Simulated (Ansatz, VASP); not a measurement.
## Si3IrO8: VASP beside Ansatz

One calculation is typed for both programs; each brings its own data sets. How far apart do they land? Of the first pair: The structure shown is frame 25 of Ansatz's trajectory.

Main program and level: Ansatz 0.2.0; plane waves, with VASP 6.6.1 beside it; single point at PBE.

### Step 1. The structure

The cell holds 96 atoms: 24 Si, 64 O and 8 Ir. Its edges and angles: a = 8.518 Å, b = 8.518 Å, c = 11.149 Å, α = 90.0°, β = 90.0°, γ = 90.0°. It derives from IrO2 (rutile), repeated 2×2×4. As first built, before any earlier steps moved the atoms (in the runner's words): rutile IrO2, 2 x 2 x 4 conventional cells, 24 of 32 Ir sites given to Si at random (x = 0.750), lattice by Vegard's rule (cell 4.259, 4.259, 2.787, 90, 90, 90); every coordinate displaced by a Gaussian of 0.07 A.

### Step 2. Ansatz: dynamics, PBE

Ansatz runs on its default PAW (the set named soft_2) files.

One frame of this run of dynamics is then solved in both programs, so the motion causes no difference.

input.yaml reads:

```yaml
crystal:
  lattice:
    - [8.5176, 0.0, 0.0]
    - [0.0, 8.5176, 0.0]
    - [0.0, 0.0, 11.1492]
  atoms:
    - { symbol: Si, position: [0.01735, 0.01741, 0.00303] }
    - { symbol: Si, position: [0.24925, 0.24688, 0.1254] }
    - { symbol: O, position: [0.14596, 0.14433, 0.98808] }
    - { symbol: O, position: [0.33597, 0.35749, 0.00627] }
    - { symbol: O, position: [0.1054, 0.40747, 0.13256] }
    - { symbol: O, position: [0.40607, 0.09797, 0.12991] }
    - { symbol: Si, position: [0.00011, 0.00466, 0.25336] }
    - { symbol: Ir, position: [0.25427, 0.24246, 0.36547] }
    - { symbol: O, position: [0.15071, 0.15139, 0.25665] }
    - { symbol: O, position: [0.33437, 0.3352, 0.24565] }
    - { symbol: O, position: [0.08269, 0.39343, 0.36981] }
    - { symbol: O, position: [0.4077, 0.08777, 0.38155] }
    - { symbol: Si, position: [0.98741, 0.99485, 0.50418] }
    - { symbol: Ir, position: [0.25518, 0.23612, 0.63042] }
    - { symbol: O, position: [0.14007, 0.13939, 0.51175] }
    - { symbol: O, position: [0.34551, 0.36372, 0.51207] }
    - { symbol: O, position: [0.08642, 0.41424, 0.62243] }
    - { symbol: O, position: [0.40042, 0.09556, 0.61836] }
    - { symbol: Si, position: [0.01142, 0.00902, 0.7509] }
    - { symbol: Si, position: [0.25795, 0.23003, 0.87304] }
    - { symbol: O, position: [0.15093, 0.15139, 0.74897] }
    - { symbol: O, position: [0.33722, 0.34667, 0.75534] }
    - { symbol: O, position: [0.10354, 0.38773, 0.866] }
    - { symbol: O, position: [0.40678, 0.0839, 0.88213] }
    - { symbol: Si, position: [0.99538, 0.49057, 0.00099] }
    - { symbol: Si, position: [0.26313, 0.73447, 0.11699] }
    - { symbol: O, position: [0.15825, 0.66162, 0.0037] }
    - { symbol: O, position: [0.3515, 0.84603, 0.00425] }
    - { symbol: O, position: [0.08495, 0.91326, 0.1183] }
    - { symbol: O, position: [0.41061, 0.60277, 0.12128] }
[... 60 atom lines left out ...]
    - { symbol: Si, position: [0.48862, 0.5027, 0.74686] }
    - { symbol: Si, position: [0.74804, 0.75306, 0.87724] }
    - { symbol: O, position: [0.64933, 0.64487, 0.7606] }
    - { symbol: O, position: [0.84328, 0.84626, 0.74699] }
    - { symbol: O, position: [0.61082, 0.91312, 0.88619] }
    - { symbol: O, position: [0.91513, 0.59937, 0.88195] }
kpoints:
  mp_grid: { grid: [1, 1, 1] }
hamiltonian:
  xc: pbe
scf:
  occupations: { method: gaussian, width: 0.025 }
output:
  forces: true
md:
  timestep: 1.0
  n_steps: 76
  ensemble: nvt_nose_hoover
  temperature: 600
  initial_velocities: maxwell_boltzmann
  seed: 3987
```

On the command line:

```sh
$ ansatz run input.yaml --threads 8 --pin off --max-ram 15872MiB --backend cpu --events-out ev --progress --plain --runs-dir out
```

Numbers of over 12 decimals in the logs are rounded to 6 here.

Log:

```text
Warning: md: disabling space-group detection — thermal motion breaks the input geometry's symmetry, so no spatial operation reduces the k-mesh or symmetrises the density; time reversal is kept, so that k and −k are solved as one point where they differ and the mesh holds both, and exact exchange and, on two spinor components, a DFT+U term hold to it where the run has them: on two components no moment then forms, and  [...]
Engine: ansatz 0.2.0, x86_64-unknown-linux-gnu
Pseudopotentials: kind: paw
Pseudopotential: Si, paw, valence charge 4, recommended cutoff 420 eV (normal), Si.paw.azcp
Pseudopotential: O, paw, valence charge 6, recommended cutoff 420 eV (normal), O.paw.azcp
Pseudopotential: Ir, paw, valence charge 17, recommended cutoff 420 eV (normal), Ir.paw.azcp
Functional definition: PBE
  parameter kappa = 0.804
  parameter beta = 0.066725
  exchange = pbe_x(kappa = kappa, mu = beta*pi^2/3)
  correlation = pbe_c(beta = beta)
Crystal: 96 atoms, lattice volume = 808.869 Å³
Basis set: ecut = 420 eV, 15837 PW (Γ), exchange–correlation on 120×120×150 points (8 copies of the dense FFT grid, shifted against one another)
Bands: 404, of which v1, the nominal top of the filled ones, is band 308 counted from 1 (307 counted from 0)
Symmetry: 1 space group operations
k-points: 1
Non-local potential: Si, projectors of the file, l = 0: 2, l = 1: 2, l = 2: 2
Non-local potential: O, projectors of the file, l = 0: 2, l = 1: 2, l = 2: 1
Non-local potential: Ir, projectors of the file, l = 0: 3, l = 1: 2, l = 2: 2, l = 3: 1
PAW form: soft (Blöchl's): semilocal exchange-correlation on the pseudo side does not see the compensation charge
PAW one-centre angular grid: Si, 110 points (default); XC on 64 Gauss nodes
PAW one-centre angular grid: O, 110 points (default); XC on 64 Gauss nodes
PAW one-centre angular grid: Ir, 590 points (default); XC on 64 Gauss nodes
Initial density: superposition of atomic densities (neutral atoms: chi_scale 0, normalization atom), corrected by the library's trained network
Initial wavefunctions: pseudopotential atomic-orbital guess
Functional: x = pbe(κ = 0.804, μ = 0.219515), c = pbe(β = 0.066725)
SCF iter   1: F=—  HF=-147057.940213 eV  |F-HF|=—  |Δ(HF+E_count)|=         —  Δρ=1.80e-2  dr2=4.97e0  ethr=1.77e-3  ⟨swp⟩=6.0  Hψ=1730  notcnv=0  defer=33
preconditioner: auto → Resta (q_TF=auto, 2.607 Å⁻¹)  ε∞=4.5  [insulator: Δε(μ)=0.227 eV  Ē_g=16.405 eV  σ=0.025 eV  W_gap=1.00  n_scr=244 (ndim 8)  ℏωp=30.7 eV  f_vac=0.000  D(μ)=0.00/eV (n_scr^D=0)  ε∞_Penn≈4.5]
SCF iter   2: F=—  HF=-147057.500251 eV  |F-HF|=—  |Δ(HF+E_count)|=   4.40e-1  Δρ=6.51e-3  dr2=6.39e-1  ethr=8.07e-4  ⟨swp⟩=2.0  Hψ=469  notcnv=0  defer=61
SCF iter   3: F=—  HF=-147057.420968 eV  |F-HF|=—  |Δ(HF+E_count)|=   7.93e-2  Δρ=3.36e-3  dr2=1.50e-1  ethr=1.04e-4  ⟨swp⟩=2.0  Hψ=339  notcnv=0  defer=91
SCF iter   4: F=—  HF=-147057.407733 eV  |F-HF|=—  |Δ(HF+E_count)|=   1.32e-2  Δρ=2.45e-3  dr2=7.70e-2  ethr=2.43e-5  ⟨swp⟩=2.0  Hψ=339  notcnv=0  defer=91
SCF iter   5: F=—  HF=-147057.401893 eV  |F-HF|=—  |Δ(HF+E_count)|=   5.84e-3  Δρ=5.94e-4  dr2=5.70e-3  ethr=1.25e-5  ⟨swp⟩=1.0  Hψ=313  notcnv=0  defer=91
SCF iter   6: F=—  HF=-147057.401362 eV  |F-HF|=—  |Δ(HF+E_count)|=   5.30e-4  Δρ=2.25e-4  dr2=6.46e-4  ethr=9.26e-7  ⟨swp⟩=3.0  Hψ=514  notcnv=0  defer=91
SCF iter   7: F=—  HF=-147057.401287 eV  |F-HF|=—  |Δ(HF+E_count)|=   7.54e-5  Δρ=1.16e-4  dr2=2.79e-4  ethr=1.05e-7  ⟨swp⟩=1.0  Hψ=313  notcnv=0  defer=91
SCF iter   8: F=—  HF=-147057.401271 eV  |F-HF|=—  |Δ(HF+E_count)|=   1.60e-5  Δρ=3.29e-5  dr2=1.97e-5  ethr=4.52e-8  ⟨swp⟩=1.0  Hψ=313  notcnv=0  defer=91
SCF iter   9: F=—  HF=-147057.400135 eV  |F-HF|=—  |Δ(HF+E_count)|=   1.14e-3  Δρ=2.30e-5  dr2=2.65e-6  ethr=3.20e-9  ⟨swp⟩=2.0  Hψ=578  notcnv=0  defer=91
SCF iter  10: F=—  HF=-147057.400135 eV  |F-HF|=—  |Δ(HF+E_count)|=   2.96e-7  Δρ=5.90e-6  dr2=7.51e-7  ethr=4.30e-10  ⟨swp⟩=2.0  Hψ=608  notcnv=0  defer=91
SCF iter  11: F=-147057.400135 eV  HF=-147057.400135 eV  |F-HF|=7.01e-8  |Δ(HF+E_count)|=   2.91e-8  Δρ=1.97e-6  dr2=7.80e-8  ethr=1.56e-11  ⟨swp⟩=3.0  Hψ=1222  notcnv=0
SCF 1 converged in 11 iterations: F = -147057.400135 eV  dr2 = 7.80e-8
  greatest PAW one-centre occupation: 1.003 electrons in one spin orbital (limit 2), on the Ir atom at site 60 (counted from 0), in its partial waves of l = 1
md step     0: t =     0.00 fs  T =   600.0 K  F+E_penalty+E_count = -147057.40013510 eV  E_kin = 7.367820 eV  conserved = -147050.03231516 eV  (11 SCF iters)
[...]
md step    71: t =    71.00 fs  T =  1268.7 K  F+E_penalty+E_count = -147074.34540250 eV  E_kin = 15.579304 eV  conserved = -147050.13681586 eV  (5 SCF iters)
md step    72: t =    72.00 fs  T =  1267.1 K  F+E_penalty+E_count = -147074.44124230 eV  E_kin = 15.559952 eV  conserved = -147050.13642226 eV  (4 SCF iters)
md step    73: t =    73.00 fs  T =  1276.6 K  F+E_penalty+E_count = -147074.67376019 eV  E_kin = 15.676430 eV  conserved = -147050.13685660 eV  (5 SCF iters)
md step    74: t =    74.00 fs  T =  1296.6 K  F+E_penalty+E_count = -147075.03787806 eV  E_kin = 15.922196 eV  conserved = -147050.13851637 eV  (5 SCF iters)
md step    75: t =    75.00 fs  T =  1325.1 K  F+E_penalty+E_count = -147075.50964022 eV  E_kin = 16.272326 eV  conserved = -147050.14136929 eV  (4 SCF iters)
[...]
md step    76: t =    76.00 fs  T =  1358.7 K  F+E_penalty+E_count = -147076.04711629 eV  E_kin = 16.684588 eV  conserved = -147050.14491852 eV  (11 SCF iters)
SCF converged after 11 iterations
Free energy (F): -147076.047116 eV
Harris-Foulkes:  -147076.047116 eV  (|F-HF|=3.92e-8)
Internal energy: -147076.029593 eV  (E = F + TS)
E sigma→0 (E₀):  -147076.038355 eV
Entropy (-TS):   -0.017523 eV (-0.183 meV/atom)
Fermi energy:    12.684505 eV
--- Per-component energies (eV) ---
  E_band       = -1009.921315
  E_kinetic    = 17587.719179
  E_local      = -36168.646498  (includes V_loc(G=0)·N_el)
  E_nonlocal   = 4212.271804
  E_hartree    = 13633.575367
  E_xc         = -8256.259817
  E_vxc        = -9648.039847  (∫ρ·V_xc dr)
  E_paw        = -96262.435581  (= ΣΔE_a)
  E_vpaw       = -4260.539552  (= ΣTr[D̂ρ^β])
  E_aug_tail   = 0.162186  (compensation charges beyond the density's cutoff)
  E_ewald      = -41822.416234
  E_smearing   = -0.017523  (= −TS)
  E_closure    = 0.000000  (closes the sum)
  Σ components = -147076.047116   (vs F -147076.047116, Δ=0.00e0)
--- Forces (eV/Å), atoms counted from 1 ---
  atom   1  Si    -4.36621776     1.32204405     2.90465733
  atom   2  Si    -0.06822748    -0.99629188    -0.23147750
  atom   3  O      4.07024848     3.64511983    -2.20190087
  atom   4  O     -4.51437439    -4.30483962     0.43547382
  atom   5  O     -0.00538563    -0.75347658     0.70375104
  atom   6  O     -1.26260330     1.20657901    -1.89398964
  atom   7  Si     0.54048537     4.23009884    -2.32357489
  atom   8  Ir     1.17663888    -0.85917976    -2.82402697
  atom   9  O      1.47619657    -0.31978506     2.67219990
  atom  10  O      0.64857130     0.45562954    -0.58246261
  atom  11  O     -1.63917210     4.08392373     0.20790301
  atom  12  O     -1.80306336     1.97172066     5.34876757
  atom  13  Si     1.09359606     0.55312200    -0.71730662
  atom  14  Ir    -1.76869663     2.22854442    -4.10834032
  atom  15  O     -1.12111947     0.11956285     3.95136498
  atom  16  O      1.71845128    -0.77689248     2.25226722
  atom  17  O      0.72705326    -2.82257447     2.08291905
  atom  18  O      3.47586788    -3.73516302    -0.45114882
  atom  19  Si     0.15595084    -0.65961003     0.11345025
  atom  20  Si    -1.61868265     2.29893473     2.15448421
  atom  21  O     -0.67558202    -1.50670638    -0.55846210
  atom  22  O     -0.71950032     1.21485156    -3.86094844
  atom  23  O      1.49561408    -2.55081332     0.24871723
  atom  24  O      4.31606944    -5.84704400     1.68200809
[...]
atom  89  O      1.14005775     0.26239749     2.99145866
  atom  90  O      0.22473677     0.94311522    -0.46918109
  atom  91  Si     1.20784034     0.57480340    -1.53787179
  atom  92  Si     0.25924278    -0.66462004     2.29225938
  atom  93  O      0.79799285     0.76016910    -0.68896066
  atom  94  O     -0.76929255    -0.40820839    -0.70421307
  atom  95  O     -1.69082193     0.06354311     0.78234435
  atom  96  O      1.30402623    -0.71636135    -1.04411553
  max |Σ_I F_I| component: 7.72e-6 eV/Å
--- MD trajectory: 76 steps, t = 0.0 → 76.0 fs ---
  final state: T = 1358.7 K   F+E_penalty+E_count = -147076.04711629 eV   E_kin = 16.684588 eV
  conserved energy: peak-to-peak 1.692e-1 eV (1.763e-3 eV/atom) over 76.0 fs
```

### Step 3. VASP: single point, PBE, pair 1

The same cell, functional, mesh and smearing now go to VASP, with its own data sets.

Lines of VASP's logs that name or quote its potential files are left out, and so is its time.

INCAR reads:

```
SYSTEM = Si3IrO8
PREC = Accurate
ENCUT = 520
EDIFF = 1E-06
NELM = 120
ISMEAR = 0
SIGMA = 0.025
LREAL = Auto
ALGO = Normal
GGA = PE
NBANDS = 344
LASPH = .TRUE.
LORBIT = 11
LWAVE = .FALSE.
LCHARG = .FALSE.
ISIF = 2
GGA_COMPAT = .FALSE.
NCORE = 2
```

POSCAR reads:

```
Si3IrO8
1.0
    8.5176000000      0.0000000000      0.0000000000
    0.0000000000      8.5176000000      0.0000000000
    0.0000000000      0.0000000000     11.1492000000
Si O Ir
24 64 8
Direct
    0.9790786137      0.9808514135      0.9985559502
    0.2323307035      0.2378252090      0.1138557027
    0.0071264206      0.9749577346      0.2556595989
    0.0053653611      0.9802409129      0.5045025652
    0.9948811872      0.9711655866      0.7541707028
    0.2405959425      0.2504930966      0.8853191260
    0.0094275383      0.5014088476      0.0074624188
    0.2352658026      0.7753240349      0.1299824203
    0.9998121537      0.5087818165      0.2499910307
    0.2282098244      0.7411007796      0.3681430058
    0.0046961585      0.5122334930      0.4945018477
    0.2655090636      0.7546844181      0.6249327306
    0.2497417113      0.7601319621      0.8824758727
    0.5047666009      0.0014558091      0.9992914290
    0.4981332770      0.9762256974      0.2350123776
    0.7718371372      0.2491781723      0.3759911025
    0.5192307692      0.9830820889      0.7605478420
    0.7558349770      0.2368272753      0.8852563413
    0.7620926082      0.7501291444      0.1273903060
    0.7389757678      0.7479219498      0.3838122915
    0.4935545224      0.5161547854      0.5035877014
    0.7509392317      0.7528881375      0.6166361712
    0.5070911994      0.5066333239      0.7562426004
    0.7638184465      0.7589931436      0.8795788039
    0.1428101813      0.1574621959      0.0058748610
    0.3434652954      0.3241171222      0.9985021347
    0.0864093172      0.3973654551      0.1241524056
    0.4065464450      0.0815135719      0.1135597173
    0.1416713628      0.1255752794      0.2093244358
    0.3421268902      0.3355405278      0.2215764360
[... 60 atom lines left out ...]
    0.0075608153      0.5095449422      0.7453001112
    0.7488494412      0.2541091387      0.1244663294
    0.4984737485      0.0065394008      0.4977935637
    0.7520897906      0.2548135625      0.6304577907
    0.4992838358      0.5034986381      0.9985918272
    0.5020663098      0.4959143421      0.2506099092
```

KPOINTS reads:

```
Automatic mesh
0
Gamma
1 1 1
0 0 0
```

Potentials, in the order of the species: Si, O and Ir (PBE family, release 64).

On the command line:

```sh
$ mpirun -np 8 vasp_gam
```

Log:

```text
[banner, memory and clock lines left out]
running    8 mpi-ranks, on    1 nodes
[...]
LDA part: xc-table for (Slater+PW92), standard interpolation
 POSCAR, INCAR and KPOINTS ok, starting setup
[...]
entering main loop
       N       E                     dE             d eps       ncg     rms          rms(c)
DAV:   1     0.696097391213E+04    0.69610E+04   -0.33062E+05   696   0.170E+03
DAV:   2     0.796989974026E+02   -0.68813E+04   -0.64624E+04   808   0.454E+02
DAV:   3    -0.756331505604E+03   -0.83603E+03   -0.80142E+03   816   0.175E+02
DAV:   4    -0.797889136384E+03   -0.41558E+02   -0.40853E+02   840   0.431E+01
[...]
DAV:  26    -0.688871843387E+03    0.19055E-04   -0.14459E-04  1000   0.239E-02    0.279E-02
DAV:  27    -0.688871840375E+03    0.30120E-05   -0.27452E-05   920   0.122E-02    0.176E-02
DAV:  28    -0.688871839582E+03    0.79297E-06   -0.69779E-06   520   0.550E-03
   1 F= -.68887184E+03 E0= -.68886876E+03  d E =-.615596E-02
```

OUTCAR, selected parts (step 3):

```text
  Total      100.1383734    109.5788036    101.3847093      2.0908869     -5.4271896      2.4612556
  in kB      198.3503298    217.0495794    200.8190250      4.1415503    -10.7499734      4.8751627
  external PRESSURE =     205.4063114 kB  Pullay stress =       0.0000000 kB

 POSITION                                       TOTAL-FORCE (eV/Angst)
 -----------------------------------------------------------------------------------
      8.33940      8.35450     11.13310         2.935634      5.266059      1.476609
      1.97890      2.02570      1.26940         2.308331      2.138510      1.576634
      0.06070      8.30430      2.85040        -1.160153      4.062148     -1.112111
      0.04570      8.34930      5.62480        -0.687522      2.505935      0.394011
      8.47400      8.27200      8.40840         2.543825      4.203157     -0.366340
      2.04930      2.13360      9.87060         0.765606     -1.038966     -1.279938
      0.08030      4.27080      0.08320        -2.184208      0.026152     -0.255057
      2.00390      6.60390      1.44920         8.806090     -9.461309     -1.308492
      8.51600      4.33360      2.78720         0.262932     -1.718202      1.338975
      1.94380      6.31240      4.10450         2.500177      0.677321      4.654192
      0.04000      4.36300      5.51330        -0.393745      0.534827     -0.875992
[...]
3.42000      0.75410      7.45190         1.123419      1.222003     -5.168977
      1.22210      1.18500      8.71960        -0.325802      1.594300     -2.927350
[...]
-----------------------------------------------------------------------------------
    total drift:                                0.026018      0.021995     -0.000300

  FREE ENERGIE OF THE ION-ELECTRON SYSTEM (eV)
  ---------------------------------------------------
  free  energy   TOTEN  =      -688.8718395822 eV

  energy  without entropy=     -688.8656836221  energy(sigma->0) =     -688.86876160

[... 3 further parts left out ...]
[key lines of the parts left out:]
E-fermi :   8.2952
```

This run has no spin polarisation, so a moment on Ir, if there is one, isn't seen.

### Step 4. Comparison

Known differences besides the potentials themselves: the data sets hold 616 valence electrons in Ansatz (on its default PAW (the set named soft_2) files) and 552 in VASP; the cutoff is 420 eV in Ansatz and 520 eV in VASP (PREC = Accurate, projectors in real space). Total energies have different zeros and are not compared.

Forces on 8 of the 96 atoms, those with the largest forces and the largest differences (eV/Å; atoms numbered as in POSCAR):

```csv
atom,"Ansatz x, y, z","VASP x, y, z"
Si8,"8.830, -9.474, -1.283","8.806, -9.461, -1.308"
O32,"-1.136, -0.009, 6.771","-1.020, -0.080, 6.729"
O33,"-0.050, -0.452, 5.780","-0.304, -0.730, 6.054"
O43,"-8.709, 6.564, -1.271","-8.709, 6.550, -1.278"
O56,"2.954, -0.738, 5.923","2.929, -0.711, 5.921"
O62,"-0.718, -0.997, -6.490","-0.687, -0.963, -6.503"
Ir89,"-0.092, 2.139, -12.379","-0.186, 2.221, -12.832"
Ir96,"-0.996, 1.830, 6.846","-1.005, 1.897, 7.393"
```

The forces differ by 84 meV/Å r.m.s., which is 3.4 % of the r.m.s. force of 2.444 eV/Å (both taken over all components).

### Step 5. Ansatz: dynamics, PBE

One frame of this run of dynamics is then solved in both programs, so the motion causes no difference.

The structure compared here is frame 51 of Ansatz's trajectory.

input.yaml is that of step 2.

On the command line:

```sh
$ ansatz run input.yaml --threads 8 --pin off --max-ram 15872MiB --backend cpu --events-out ev --progress --plain --runs-dir out
```

Log:

```text
[...]
Crystal: 96 atoms, lattice volume = 808.869 Å³
Basis set: ecut = 420 eV, 15837 PW (Γ), exchange–correlation on 120×120×150 points (8 copies of the dense FFT grid, shifted against one another)
Bands: 404, of which v1, the nominal top of the filled ones, is band 308 counted from 1 (307 counted from 0)
Symmetry: 1 space group operations
k-points: 1
[...]
atom   8  Ir     1.17663888    -0.85917976    -2.82402697
[...]
atom  93  O      0.79799285     0.76016910    -0.68896066
  atom  94  O     -0.76929255    -0.40820839    -0.70421307
  atom  95  O     -1.69082193     0.06354311     0.78234435
  atom  96  O      1.30402623    -0.71636135    -1.04411553
  max |Σ_I F_I| component: 7.72e-6 eV/Å
--- MD trajectory: 76 steps, t = 0.0 → 76.0 fs ---
[...]
conserved energy: peak-to-peak 1.692e-1 eV (1.763e-3 eV/atom) over 76.0 fs
[key lines of the parts left out:]
SCF converged after 11 iterations
Free energy (F): -147076.047116 eV
Fermi energy:    12.684505 eV
```

[end of part 1 of 2]

[Lines on the potential files, build, host, timing and source positions are cut from VASP's logs without a mark.]

[Logs are printed without paths, hosts, clocks, repeated set-up lines and the standing remarks that a program may print on its own settings, such as how far it seeks lower states.]

[Hosts, paths, dates, database ids (printed as entryN), source tags and the programs' standing remarks are cut or masked in the printed files.]
